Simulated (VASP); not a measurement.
Given:

```
CELL_PARAMETERS angstrom
      5.04956     0.00000     0.00000
     -2.52478     4.37305     0.00000
      0.00000     0.00000    21.16380
ATOMIC_POSITIONS crystal
  Y  0.00000 0.00000 0.62200
  Y  0.00000 0.00000 0.45934
  B  0.33333 0.66667 0.37800
  B  0.66667 0.33333 0.54066
```

All values below come from PBE GGA, VASP's PBE PAW potentials (set 64) (plane waves; VASP 6.6.1). Run with 400 eV cut-off, 7×7×1 Γ-centred mesh, Gaussian smearing of 0.10 eV, potentials Y_sv B.

The cell holds a wide vacuum, so values per volume refer to the whole cell.

Problem. Estimate the energy per atom (σ→0), largest force.

Solution. 
```
Quantity                               Result
---------------------  ----------------------
energy per atom (σ→0)  -372.1 kJ/mol of atoms
largest force                      1.909 eV/Å
```

The absolute energy has meaning only against runs of the same code, potentials and settings.

The cell is a sheet with vacuum, built from a generated structure.
